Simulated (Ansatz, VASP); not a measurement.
# Cross-check of Zn3InPSe3 between VASP and Ansatz, part 2 of 2

One calculation is typed for both programs; each brings its own data sets. How far apart do they land? The cell is generated by rule, not measured, and may not be a known phase. The cell is taken from a series of runs on this material, whose earlier steps may have relaxed, scaled, displaced or heated it; both programs get it as it stands.

VASP 6.6.1 and Ansatz 0.2.0.

So far: Starting point; VASP: relaxation of cell and atoms, PBE.

The structure was built from a prototype and need not be the compound's stable phase.

### Step 3. Ansatz: relaxation of cell and atoms, PBE

Level of this step: Ansatz beside VASP: Kohn-Sham DFT, plane waves, PBE (Ansatz).

Ansatz runs on its default PAW (the set named soft_2) files.

The same cell, functional and mesh now go to Ansatz, which takes its cutoff from its data sets.

input.yaml

```yaml
crystal:
  lattice:
    - [2.9165785021, 2.9165785021, 0.0]
    - [-2.898428853, 2.898428853, 0.0]
    - [0.0, 0.0, 11.5286880658]
  atoms:
    - { symbol: In, position: [0.0, 0.0, 0.0179441739] }
    - { symbol: P, position: [0.5, 0.0, 0.1422126839] }
    - { symbol: Se, position: [0.0, 0.5, 0.3753136933] }
    - { symbol: Se, position: [0.5, 0.0, 0.6200674061] }
    - { symbol: Se, position: [0.0, 0.5, 0.8640698833] }
    - { symbol: Zn, position: [0.5, 0.5, 0.2471935306] }
    - { symbol: Zn, position: [0.0, 0.0, 0.4940627594] }
    - { symbol: Zn, position: [0.5, 0.5, 0.7391358697] }
kpoints:
  mp_grid: { grid: [8, 8, 2] }
hamiltonian:
  xc: pbe
scf:
  occupations: { method: fixed }
output:
  forces: true
  stress: true
  eigenvalues: true
relax:
  adjacent_minimum: "off"
  f_tol: 0.001
  max_steps: 60
  cell: { stress_tol: 0.01 }
```

Launch:

```
$ ansatz run input.yaml --threads 8 --pin off --max-ram 14336MiB --backend cpu --events-out ev --progress --plain --runs-dir out
```

Numbers of over 12 decimals in the logs are rounded to 6 here.

Output:

```text
Engine: ansatz 0.2.0, x86_64-unknown-linux-gnu
Pseudopotentials: kind: paw
Pseudopotential: In, paw, valence charge 13, recommended cutoff 420 eV (normal), In.paw.azcp
Pseudopotential: P, paw, valence charge 5, recommended cutoff 420 eV (normal), P.paw.azcp
Pseudopotential: Se, paw, valence charge 16, recommended cutoff 420 eV (normal), Se.paw.azcp
Pseudopotential: Zn, paw, valence charge 12, recommended cutoff 420 eV (normal), Zn.paw.azcp
Functional definition: PBE
  parameter kappa = 0.804
  parameter beta = 0.066725
  exchange = pbe_x(kappa = kappa, mu = beta*pi^2/3)
  correlation = pbe_c(beta = beta)
Crystal: 8 atoms, lattice volume = 194.915 Å³
Basis set: ecut = 420 eV, 3831 PW (Γ), exchange–correlation on 60×60×160 points (8 copies of the dense FFT grid, shifted against one another)
Bands: 62, of which v1, the nominal top of the filled ones, is band 51 counted from 1 (50 counted from 0)
Symmetry: 4 space group operations
Space group: Pmm2 (ITA 25), of the structure as read, at distance tolerance 5.8e-5 Å
k-points: 50 of 128
Non-local potential: In, projectors of the file, l = 0: 2, l = 1: 2, l = 2: 2, l = 3: 2
Non-local potential: P, projectors of the file, l = 0: 2, l = 1: 2, l = 2: 2
Non-local potential: Se, projectors of the file, l = 0: 2, l = 1: 2, l = 2: 3, l = 3: 1
Non-local potential: Zn, projectors of the file, l = 0: 2, l = 1: 2, l = 2: 3, l = 3: 1
PAW form: soft (Blöchl's): semilocal exchange-correlation on the pseudo side does not see the compensation charge
PAW one-centre angular grid: In, 590 points (default); XC on 64 Gauss nodes
PAW one-centre angular grid: P, 110 points (default); XC on 64 Gauss nodes
PAW one-centre angular grid: Se, 590 points (default); XC on 64 Gauss nodes
PAW one-centre angular grid: Zn, 590 points (default); XC on 64 Gauss nodes
Initial density: superposition of atomic densities (neutral atoms: chi_scale 0, normalization atom), corrected by the library's trained network
Initial wavefunctions: pseudopotential atomic-orbital guess
Functional: x = pbe(κ = 0.804, μ = 0.219515), c = pbe(β = 0.066725)
SCF iter   1: F=—  HF=-32722.427438 eV  |F-HF|=—  |Δ(HF+E_count)|=         —  Δρ=1.02e-3  dr2=4.44e-3  ethr=1.77e-3  ⟨swp⟩=5.6  Hψ=10738  notcnv=0  defer=435
preconditioner: auto → Resta (q_TF=auto, 2.449 Å⁻¹)  ε∞=4.9  [insulator: Δε(μ)=0.742 eV  Ē_g=11.451 eV  n_scr=56 (ndim 8)  ℏωp=22.6 eV  f_vac=0.101  ε∞_Penn≈4.9]
SCF iter   2: F=—  HF=-32722.422694 eV  |F-HF|=—  |Δ(HF+E_count)|=   4.74e-3  Δρ=5.80e-4  dr2=8.73e-4  ethr=4.35e-6  ⟨swp⟩=3.0  Hψ=6052  notcnv=0  defer=450
SCF iter   3: F=—  HF=-32722.422727 eV  |F-HF|=—  |Δ(HF+E_count)|=   3.27e-5  Δρ=1.96e-4  dr2=1.06e-4  ethr=8.56e-7  ⟨swp⟩=2.0  Hψ=4772  notcnv=0  defer=450
SCF iter   4: F=—  HF=-32722.422767 eV  |F-HF|=—  |Δ(HF+E_count)|=   4.07e-5  Δρ=1.14e-4  dr2=3.07e-5  ethr=1.04e-7  ⟨swp⟩=2.0  Hψ=5143  notcnv=0  defer=419
SCF iter   5: F=—  HF=-32722.422789 eV  |F-HF|=—  |Δ(HF+E_count)|=   2.12e-5  Δρ=7.53e-5  dr2=9.99e-6  ethr=3.01e-8  ⟨swp⟩=2.0  Hψ=4470  notcnv=0  defer=404
SCF iter   6: F=—  HF=-32722.422795 eV  |F-HF|=—  |Δ(HF+E_count)|=   6.20e-6  Δρ=2.30e-5  dr2=1.65e-6  ethr=9.80e-9  ⟨swp⟩=2.0  Hψ=4319  notcnv=0  defer=412
SCF iter   7: F=—  HF=-32722.422796 eV  |F-HF|=—  |Δ(HF+E_count)|=   1.57e-6  Δρ=1.05e-5  dr2=2.31e-7  ethr=1.61e-9  ⟨swp⟩=2.0  Hψ=5143  notcnv=0  defer=417
SCF iter   8: F=-32722.422797 eV  HF=-32722.422797 eV  |F-HF|=9.09e-9  |Δ(HF+E_count)|=   3.44e-7  Δρ=4.45e-6  dr2=3.12e-8  ethr=9.80e-11  ⟨swp⟩=14.1  Hψ=18240  notcnv=0
SCF 1 converged in 8 iterations: F = -32722.422797 eV  dr2 = 3.12e-8
  greatest PAW one-centre occupation: 1.000 electrons in one spin orbital (limit 2), on the Se atom at site 2 (counted from 0), in its partial waves of l = 2
relax step   1: F+E_penalty+E_count = -32722.42279673 eV  Δ(F+E_penalty+E_count) = +0.000e0 eV  max|allowed force component| = 5.360e-3 eV/Å  Δτ_max = 0.0000 Å  P = +0.001 GPa  Ω = 194.915 Å³  (8 SCF iters, dr2 threshold 1.00e-7 eV, accepted)
[...]
relax step   4: F+E_penalty+E_count = -32722.42281815 eV  Δ(F+E_penalty+E_count) = -1.452e-6 eV  max|allowed force component| = 1.815e-4 eV/Å  Δτ_max = 0.0001 Å  P = -0.000 GPa  Ω = 194.919 Å³  energy of the carried Pulay correction = -1.022e-6 eV  (6 SCF iters, dr2 threshold 7.75e-11 eV, accepted)
[...]
relax step   5: F+E_penalty+E_count = -32722.42281078 eV  Δ(F+E_penalty+E_count) = +7.373e-6 eV  max|allowed force component| = 1.774e-4 eV/Å  Δτ_max = 0.0000 Å  P = +0.000 GPa  Ω = 194.919 Å³  stress off target by 8.97e-4 GPa  SCF on the basis re-selected at this cell (its energy is not comparable with the rows above)  (6 SCF iters)
basis re-selected at this cell: Δ(F+E_penalty+E_count) = +7.373e-6 eV, ΔP = +0.000 GPa vs the last step (what re-selecting the basis moved, of the pressure what is left beyond the Pulay correction that the steps carried, after the strain that the cell walked since its last selection, with what the two solves' SCF thresholds leave and, on support functions, any second-order correction that the steps lacked; it is no m [...]
SCF converged after 6 iterations
Free energy (F): -32722.422811 eV
Harris-Foulkes:  -32722.422811 eV  (|F-HF|=7.28e-12)
Internal energy: -32722.422811 eV  (E = F + TS)
E sigma→0 (E₀):  -32722.422811 eV
Fermi energy:    6.439233 eV
--- Per-component energies (eV) ---
  E_band       = -1245.483573
  E_kinetic    = 1059.772945
  E_local      = -15680.060555  (includes V_loc(G=0)·N_el)
  E_nonlocal   = 456.181126
  E_hartree    = 7186.638476
  E_xc         = -999.263004
  E_vxc        = -608.168149  (∫ρ·V_xc dr)
  E_paw        = -15942.969599  (= ΣΔE_a)
  E_vpaw       = -846.483076  (= ΣTr[D̂ρ^β])
  E_aug_tail   = -0.002782  (compensation charges beyond the density's cutoff)
  E_ewald      = -8802.719418
  E_smearing   = -0.000000  (= −TS)
  E_closure    = 0.000000  (closes the sum)
  Σ components = -32722.422811   (vs F -32722.422811, Δ=0.00e0)
--- Forces (eV/Å), atoms counted from 1 ---
  atom   1  In    -0.00000000     0.00000000     0.00002697
  atom   2  P      0.00000000    -0.00000000    -0.00006873
  atom   3  Se     0.00000000    -0.00000000    -0.00008883
  atom   4  Se     0.00000000    -0.00000000    -0.00011106
  atom   5  Se     0.00000000    -0.00000000    -0.00012125
  atom   6  Zn    -0.00000000     0.00000000     0.00017731
  atom   7  Zn    -0.00000000     0.00000000     0.00010259
  atom   8  Zn    -0.00000000     0.00000000     0.00008254
  max |Σ_I F_I| component: 4.60e-7 eV/Å
--- Stress (GPa, compression-positive) ---
        0.000033      -0.000864      -0.000000
       -0.000864       0.000033       0.000000
       -0.000000       0.000000      -0.000025
  P = ⅓ Tr σ = 0.0000 GPa (0.000 kbar)
--- Band table (eV; the first three rows and the last of 50) ---
  k-point 0: bands = [... 47 lower, 5.2611, 6.2789, 6.3236, 6.4392, 7.1927, 8.9190, 9.2631, 9.7568, ... 7 higher]
  k-point 1: bands = [... 47 lower, 5.6261, 5.6676, 6.0749, 6.2586, 8.4534, 8.6412, 9.1391, 9.3302, ... 7 higher]
  k-point 2: bands = [... 47 lower, 5.2156, 5.5418, 6.0662, 6.2871, 8.0028, 9.0665, 9.6303, 9.8495, ... 7 higher]
  k-point 49: bands = [... 47 lower, 3.9664, 4.0947, 4.5251, 4.5312, 8.9352, 9.1845, 9.9436, 10.0412, ... 7 higher]
--- Relaxed structure (4 steps of the walk, 4 accepted, 1 SCFs on fresh bases) ---
  F+E_penalty+E_count = -32722.42281078 eV   max|allowed force component| = 1.774e-4 eV/Å   (the final SCF, on the basis selected at the relaxed cell)
  cell:  # Å, volume = 194.9189 Å³
    - [2.915421, 2.915421, 0]
    - [-2.897350, 2.897350, 0]
    - [0, 0, 11.537768]
  atoms:
    - { symbol: In, position: [0, 0, 0.017901] }
    - { symbol: P, position: [0.5, 0, 0.142201] }
    - { symbol: Se, position: [0, 0.5, 0.375289] }
    - { symbol: Se, position: [0.5, 0, 0.620067] }
    - { symbol: Se, position: [0, 0.5, 0.864095] }
    - { symbol: Zn, position: [0.5, 0.5, 0.247174] }
    - { symbol: Zn, position: [0, 0, 0.494083] }
    - { symbol: Zn, position: [0.5, 0.5, 0.739189] }
```

### Step 4. Differences

Known differences besides the potentials themselves: fixed occupations in Ansatz, narrow Gaussian smearing in VASP; the data sets hold 102 valence electrons in Ansatz (on its default PAW (the set named soft_2) files) and 72 in VASP; the cutoff is 420 eV in Ansatz and 500 eV in VASP; Ansatz adds a Pulay correction to the stress that steers its cell, VASP none. Total energies have different zeros and are not compared.

The two programs side by side:

```tsv
quantity	Ansatz	VASP	difference
volume (Å³)	194.92	195.36	-0.22 %
edge a after relaxation, in the typed setting (Å)	4.123	4.126	-0.08 %
edge b after relaxation, in the typed setting (Å)	4.098	4.101	-0.08 %
edge c after relaxation, in the typed setting (Å)	11.538	11.546	-0.07 %
```

### Step 5. Summary of results

| Property | Result |
| --- | --- |
| difference in volume (relaxation of cell and atoms, PBE) | -0.22 % |

The difference in volume is -0.22 % (relaxation of cell and atoms, PBE), within the 1.2 % picked in this series as the mark of a large difference, as far as the stopping tolerances let one tell. The data sets hold unlike numbers of valence electrons (102 in Ansatz and 72 in VASP), so part of the differences comes from the potentials. 1 further run of this series is not shown here. Such differences can come from data sets, numerical settings and the points named under the comparisons, not from the functional's error against experiment.

[Lines on the potential files, build, host, timing and source positions are cut from VASP's logs without a mark.]

[Logs are printed without paths, hosts, clocks, repeated set-up lines and the standing remarks that a program may print on its own settings, such as how far it seeks lower states.]

[Hosts, paths, dates, database ids (printed as entryN), source tags and the programs' standing remarks are cut or masked in the printed files.]
